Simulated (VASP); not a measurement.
All values below come from vdW-DF2, VASP's PBE PAW potentials (set 64) (plane waves; VASP).

VASP ran on this input.

POSCAR:
```
FePt
1
    2.8096491560     0.0000000000     0.0000000000
    0.0000000000     2.8096491560     0.0000000000
    0.0000000000     0.0000000000     3.8572730261
Fe Pt
1 1
Direct
  0.0000000000   0.0000000000   0.0000000000
  0.5000000000   0.5000000000   0.5000000000
```

File KPOINTS:
```
Automatic mesh
0
Gamma
 14 14 11
```

### INCAR
```
AGGAC  =  0.0
ALGO  =  Normal
EDIFF  =  1E-7
ENCUT  =  520
GGA  =  ML
ISIF  =  2
ISMEAR  =  -5
ISPIN  =  2
LASPH  =  .TRUE.
LCHARG  =  .TRUE.
LMAXMIX  =  6
LORBIT  =  11
LREAL  =  .FALSE.
LUSE_VDW  =  .TRUE.
LWAVE  =  .FALSE.
MAGMOM  =  2.9 0.3
NEDOS  =  601
NELM  =  100
PREC  =  Accurate
SYSTEM  =  FePt
ZAB_VDW  =  -1.8867
```

POTCAR, in this order: Fe Pt (PBE.64 set). Program: vasp_std.

Unless said otherwise, spin-orbit coupling is left out, though it shifts the bands of the heavy elements here.

Problem. What does the run give for the energy per atom (σ→0), cell moment, band gap (on the k-mesh)?

Solution. 
| Property | Result |
|---|---|
| energy per atom (σ→0) | -3956 meV/atom |
| cell moment | 3.25 μB |
| band gap (on the k-mesh) | none (metal, semimetal or under 0.01 eV) |

File OSZICAR:
```
...
DAV:  13    -0.791290486277E+01   -0.23447E-04   -0.48310E-05 16245   0.104E-01    0.333E-02
DAV:  14    -0.791291751768E+01   -0.12655E-04   -0.81035E-06 15742   0.504E-02    0.140E-02
DAV:  15    -0.791291961671E+01   -0.20990E-05   -0.28970E-06 17403   0.342E-02    0.354E-03
DAV:  16    -0.791291921031E+01    0.40639E-06   -0.60029E-07 16028   0.133E-02    0.257E-03
DAV:  17    -0.791291866381E+01    0.54650E-06   -0.63222E-08  8959   0.427E-03    0.897E-04
DAV:  18    -0.791291879582E+01   -0.13201E-06   -0.26683E-08  7432   0.271E-03    0.327E-04
DAV:  19    -0.791291871604E+01    0.79784E-07   -0.74578E-09  7222   0.130E-03
   1 F= -.79129187E+01 E0= -.79129187E+01  d E =0.000000E+00  mag=     3.2536
```

The compound is FePt in the L1_0 structure. It was relaxed first, which changed the volume by +11 %.
